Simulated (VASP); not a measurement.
Input:

```xyz
2
Lattice="0.0000 2.3086 2.3086 2.3086 0.0000 2.3086 2.3086 2.3086 0.0000" Properties=species:S:1:pos:R:3 pbc="T T T"
Zr     0.0000     0.0000     0.0000
C      2.3086     2.3086     2.3086
```

These are r2SCAN meta-GGA, VASP's PBE PAW potentials (set 64) (plane waves; VASP 6.6.1) values and carry that method's errors. Settings: 520 eV cut-off, 13×13×13 Γ-centred mesh, first-order Methfessel-Paxton smearing of 0.10 eV, potentials Zr_sv C.

**Question.** Give the stress tensor in GPa (positive for a compressed cell).

**Answer.** 
```
16.06   0.00   0.00
 0.00  16.06   0.00
 0.00   0.00  16.06
```
The pressure is its mean diagonal, 16.06 GPa.

The compound is ZrC in the rock salt structure. This cell is one point of a volume scan, at 0.94 of the reference volume.
